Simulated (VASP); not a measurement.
All values below come from optB88-vdW, VASP's PBE PAW potentials (set 64) (plane waves; VASP).

The input files of a VASP run:

**POSCAR**
```
FePt
1
    2.6994157400     0.0000000000     0.0000000000
    0.0000000000     2.6994157400     0.0000000000
    0.0000000000     0.0000000000     3.7233220500
Fe Pt
1 1
Direct
  0.0000000000   0.0000000000   1.0000000000
  0.5000000000   0.5000000000   0.5000000000
```

File KPOINTS:
```
Regular mesh
0
G
13 13 10
```

INCAR:
```
NELM = 100   # most electronic steps
ISMEAR = 1   # Methfessel-Paxton
LASPH = .TRUE.   # aspherical one-centre terms
ISIF = 4   # ions and shape, fixed volume
LUSE_VDW = .TRUE.
ENCUT = 520   # plane-wave cut-off (eV)
LORBIT = 10
SIGMA = 0.1
ALGO = Normal   # blocked Davidson
PARAM2 = 0.22
LCHARG = .FALSE.
LREAL = .FALSE.   # projection in real space or not
LWAVE = .FALSE.
IBRION = 2   # conjugate gradients
PREC = Accurate
ISPIN = 2
EDIFF = 1E-7   # SCF stop (eV)
PARAM1 = 0.1833333333
SYSTEM = FePt
EDIFFG = -0.01
NSW = 30
AGGAC = 0.0
LMAXMIX = 6   # l cut-off of mixed one-centre charges
GGA = BO
MAGMOM = 2.9 0.3
```

POTCAR, in this order: Fe Pt (PBE.64 set). Program: vasp_std.

What VASP printed:

OUTCAR:
```
 ion  position               nearest neighbor table
   1  0.000  0.000  0.000-   2 2.67   2 2.67   2 2.67   2 2.67   2 2.67   2 2.67   2 2.67   2 2.67
  LATTYP: Found a simple tetragonal cell.
 ALAT       =     2.6994157400
 C/A-ratio  =     1.3793066384
 Subroutine PRICEL returns:
 Original cell was already a primitive cell.
 Subroutine GETGRP returns: Found 16 space group operations
The static configuration has the point symmetry D_4h.
The dynamic configuration has the point symmetry D_4h.
The overall configuration has the point symmetry D_4h.
 Subroutine INISYM returns: Found 16 space group operations
 Subroutine IBZKPT returns following result:
 Found    168 irreducible k-points:

 Following reciprocal coordinates:
            Coordinates               Weight
  0.000000  0.000000  0.000000      1.000000
  0.076923  0.000000  0.000000      4.000000
  0.153846  0.000000  0.000000      4.000000
  0.230769  0.000000  0.000000      4.000000
  0.307692  0.000000  0.000000      4.000000
  0.384615  0.000000  0.000000      4.000000
  0.461538  0.000000  0.000000      4.000000
  0.076923  0.076923  0.000000      4.000000
  0.153846  0.076923  0.000000      8.000000
  0.230769  0.076923  0.000000      8.000000
  0.307692  0.076923  0.000000      8.000000
  0.384615  0.076923  0.000000      8.000000
  0.461538  0.076923  0.000000      8.000000
  0.153846  0.153846  0.000000      4.000000
  0.230769  0.153846  0.000000      8.000000
  0.307692  0.153846  0.000000      8.000000
  0.384615  0.153846  0.000000      8.000000
  0.461538  0.153846  0.000000      8.000000
  0.230769  0.230769  0.000000      4.000000
  0.307692  0.230769  0.000000      8.000000
  0.384615  0.230769  0.000000      8.000000
  0.461538  0.230769  0.000000      8.000000
  0.307692  0.307692  0.000000      4.000000
  0.384615  0.307692  0.000000      8.000000
  0.461538  0.307692  0.000000      8.000000
  0.384615  0.384615  0.000000      4.000000
  0.461538  0.384615  0.000000      8.000000
  0.461538  0.461538  0.000000      4.000000
  0.000000  0.000000  0.100000      2.000000
  0.076923  0.000000  0.100000      8.000000
  0.153846  0.000000  0.100000      8.000000
  0.230769  0.000000  0.100000      8.000000
  0.307692  0.000000  0.100000      8.000000
  0.384615  0.000000  0.100000      8.000000
  0.461538  0.000000  0.100000      8.000000
  0.076923  0.076923  0.100000      8.000000
  0.153846  0.076923  0.100000     16.000000
  0.230769  0.076923  0.100000     16.000000
  0.307692  0.076923  0.100000     16.000000
  0.384615  0.076923  0.100000     16.000000
   k-points           NKPTS =    168   k-points in BZ     NKDIM =    168   number of bands    NBANDS=     15
   number of dos      NEDOS =    301   number of ions     NIONS =      2
   total plane-waves  NPLWV =  11200
   dimension x,y,z NGX =    20 NGY =   20 NGZ =   28
   dimension x,y,z NGXF=    40 NGYF=   40 NGZF=   56
   ions per type =               1   1
   PREC   = accura    normal or accurate (medium, high low for compatibility)
   ISTART =      0    job   : 0-new  1-cont  2-samecut
   ICHARG =      2    charge: 1-file 2-atom 10-const
   ISPIN  =      2    spin polarized calculation?
   LNONCOLLINEAR =      F non collinear calculations
   LSORBIT =      F    spin-orbit coupling
   INIWAV =      1    electr: 0-lowe 1-rand  2-diag
   ENCUT  =  520.0 eV  38.22 Ry    6.18 a.u.   5.02  5.02  6.92*2*pi/ulx,y,z
   NELM   =    100;   NELMIN=  2; NELMDL= -5     # of ELM steps
   EDIFF  = 0.1E-06   stopping-criterion for ELM
   LREAL  =      F    real-space projection
   NLSPLINE    = F    spline interpolate recip. space projectors
...
```

File OSZICAR:
```
       N       E                     dE             d eps       ncg     rms          rms(c)
DAV:   1     0.983081453053E+02    0.98308E+02   -0.88071E+03 10384   0.134E+03
DAV:   2    -0.743422180767E+01   -0.10574E+03   -0.94938E+02 10395   0.257E+02
DAV:   3    -0.107031106462E+02   -0.32689E+01   -0.31665E+01 12481   0.548E+01
DAV:   4    -0.107370139760E+02   -0.33903E-01   -0.33894E-01 11786   0.475E+00
DAV:   5    -0.107379141634E+02   -0.90019E-03   -0.90017E-03 13125   0.880E-01    0.162E+01
DAV:   6    -0.113966854324E+02   -0.65877E+00   -0.10515E+01 10784   0.738E+01    0.201E+01
DAV:   7    -0.971552393350E+01    0.16812E+01   -0.73126E+00 12776   0.727E+01    0.864E+00
DAV:   8    -0.963434791798E+01    0.81176E-01   -0.36274E-01 12252   0.989E+00    0.402E+00
DAV:   9    -0.956300775574E+01    0.71340E-01   -0.11738E-01 14582   0.753E+00    0.169E+00
DAV:  10    -0.955587337600E+01    0.71344E-02   -0.25023E-02 15633   0.290E+00    0.557E-01
DAV:  11    -0.955556312014E+01    0.31026E-03   -0.15740E-03 12862   0.580E-01    0.211E-01
DAV:  12    -0.955560422402E+01   -0.41104E-04   -0.13376E-04 12857   0.141E-01    0.818E-02
DAV:  13    -0.955560851261E+01   -0.42886E-05   -0.20746E-05 12138   0.555E-02    0.339E-02
DAV:  14    -0.955560826039E+01    0.25222E-06   -0.69000E-06 13290   0.500E-02    0.945E-03
DAV:  15    -0.955560838240E+01   -0.12202E-06   -0.17595E-06 13786   0.271E-02    0.299E-03
DAV:  16    -0.955560835522E+01    0.27185E-07   -0.10004E-07  6301   0.619E-03
   1 F= -.95556084E+01 E0= -.95557858E+01  d E =-.955561E+01  mag=     3.1770
```

OUTCAR:
```
------------------------ aborting loop because EDIFF is reached ----------------------------------------
  FORCE on cell =-STRESS in cart. coord.  units (eV):
  Direction    XX          YY          ZZ          XY          YZ          ZX
  --------------------------------------------------------------------------------------
  Total        1.1294750      1.1294750      1.1498189      0.0000000      0.0000000      0.0000000
  in kB       66.6986509     66.6986509     67.9000152      0.0000000      0.0000000      0.0000000
  external PRESSURE =      67.0991057 kB  Pullay stress =       0.0000000 kB
  volume of cell :       27.13
      direct lattice vectors                 reciprocal lattice vectors
     2.699415740  0.000000000  0.000000000     0.370450533  0.000000000  0.000000000
     0.000000000  2.699415740  0.000000000     0.000000000  0.370450533  0.000000000
     0.000000000  0.000000000  3.723322050     0.000000000  0.000000000  0.268577358
 POSITION                                       TOTAL-FORCE (eV/Angst)
 -----------------------------------------------------------------------------------
      0.00000      0.00000      0.00000         0.000000      0.000000      0.000000
      1.34971      1.34971      1.86166         0.000000      0.000000      0.000000
 -----------------------------------------------------------------------------------
    total drift:                               -0.000000      0.000000      0.000000
  FREE ENERGIE OF THE ION-ELECTRON SYSTEM (eV)
  ---------------------------------------------------
  free  energy   TOTEN  =        -9.5556083552 eV

  energy  without entropy=       -9.5561405987  energy(sigma->0) =       -9.55578577

 total charge

# of ion       s       p       d       tot
------------------------------------------
    1        0.413   0.455   6.188   7.056
    2        0.725   0.670   8.092   9.487
--------------------------------------------------
tot          1.138   1.125  14.281  16.543

 magnetization (x)

# of ion       s       p       d       tot
------------------------------------------
    1        0.002  -0.005   2.824   2.821
    2       -0.024  -0.063   0.410   0.323
--------------------------------------------------
tot         -0.022  -0.067   3.233   3.144

 reached required accuracy - stopping structural energy minimisation
```
(Selected blocks of OUTCAR.)

### OUTCAR
```
 val. band max:        8.7513573125   @ k =   0.4615   0.1538   0.1000

 cond. band min:       8.7586302039   @ k =   0.1538   0.0000   0.1000


 Fermi energy:         8.7517982916

 spin component 1

 k-point     1 :       0.0000    0.0000    0.0000
  band No.  band energies     occupation
      1      -0.8347      1.00000
      2       2.4011      1.00000
      3       2.5259      1.00000
      4       5.4026      1.00000
      5       5.4026      1.00000
      6       5.9275      1.00000
      7       6.8384      1.00000
      8       6.9552      1.00000
      9       8.3361      1.00000
     10       8.5070      1.00146
     11       8.5070      1.00146
     12      11.0825      0.00000
     13      18.6376      0.00000
     14      20.7797      0.00000
     15      20.7797      0.00000

 k-point     2 :       0.0769    0.0000    0.0000
  band No.  band energies     occupation
      1      -0.6763      1.00000
      2       2.4864      1.00000
      3       2.6357      1.00000
      4       5.3323      1.00000
      5       5.4482      1.00000
      6       5.9703      1.00000
      7       6.7981      1.00000
      8       6.9545      1.00000
      9       8.0089      1.00000
     10       8.1935      1.00000
     11       8.4656      1.00020
     12      11.7318      0.00000
     13      18.4960      0.00000
     14      20.0255      0.00000
     15      21.0730      0.00000

 k-point     3 :       0.1538    0.0000    0.0000
  band No.  band energies     occupation
      1      -0.2226      1.00000
      2       2.6803      1.00000
      3       3.0028      1.00000
      4       5.1280      1.00000
      5       5.5820      1.00000
      6       6.0626      1.00000
      7       6.6871      1.00000
      8       6.9873      1.00000
      9       7.1596      1.00000
     10       7.8236      1.00000
     11       8.3430      1.00000
     12      13.0439      0.00000
     13      17.5298      0.00000
...
```

Unless said otherwise, spin-orbit coupling is left out, though it shifts the bands of the heavy elements here.

The compound is FePt in the L1_0 structure. This cell is one point of a volume scan, at 0.97 of the reference volume.
